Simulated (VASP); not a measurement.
Consider the following.

```
GaSb
1.0
    3.54360     0.00000     0.00000
    0.00000     3.54360     0.00000
    0.00000     0.00000     3.54360
Ga Sb
1 1
Direct
  0.00000   0.00000   0.00000
  0.50000   0.50000   0.50000
```

Method: PBEsol GGA, VASP's PBE PAW potentials (set 64) (plane waves; VASP). Settings: 400 eV cut-off, Gaussian smearing of 0.050 eV, potentials Ga_d Sb.

**Question.** Give the energies of bands 7 to 12 at the high-symmetry points, in eV from the Fermi level.

**Answer.** 
| band | Γ | X | M | R |
|---|---|---|---|---|
| 7 | -1.88 | -8.18 | -5.15 | -3.32 |
| 8 | -0.60 | 1.78 | -5.07 | -2.53 |
| 9 | -0.60 | 1.78 | -5.07 | -2.53 |
| 10 | -0.60 | 2.55 | 2.99 | -2.53 |
| 11 | 4.03 | 2.95 | 5.29 | -0.81 |
| 12 | 4.03 | 3.73 | 6.30 | -0.81 |

It has no gap at this level: it comes out as a metal or semimetal.

The structure was generated: GaSb was put into the CsCl type type (Pm-3m), which need not be its known phase. It was relaxed first, which changed the volume by +14 %. VASP warned that the highest band is occupied, so more bands are needed.
